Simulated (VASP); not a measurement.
Si, 2 atoms in the cell. It takes space group P6_3/mmc (No. 194, hexagonal). Conventional cell: a = 2.666 Å, b = 2.666 Å, c = 4.506 Å, α = 90.00°, β = 90.00°, γ = 120.00°. Si (site symmetry -6m2) is surrounded by 12 Si at 2.67 to 2.73 Å. This isn't the form of Si at room conditions, which is diamond.

| Property | Result |
| --- | --- |
| Program | VASP 6.6.1 |
| Task | single point |
| Functional | LDA |
| Potentials or basis | VASP PAW LDA potentials, release 64 (Si) |
| Cutoff | 520 eV |
| k mesh | 9 × 9 × 4 |
| Occupations | gaussian, width 0.1 eV |
| Spin | no spin polarisation |
| Dipole correction | no |
| Further INCAR settings | ALGO = Fast; EDIFF = 1e-07; NBANDS = 11 |

Potentials or basis: VASP PAW LDA potentials, release 64 (Si).

Launch:

```bash
$ cat potpaw_LDA.64/Si/POTCAR > POTCAR
$ mpirun -np 1 vasp_std > vasp.out
```

Hardware: 1 thread of Intel(R) Xeon(R) Platinum 8488C (Sapphire Rapids) (shared host).

Problem. Estimate the wall time of this run.

Solution. Wall time 5.4 s on 1 thread of Intel(R) Xeon(R) Platinum 8488C (Sapphire Rapids), with other jobs on the host, peak memory 0.12 GiB. Counts: scf iterations 12, k points 36.
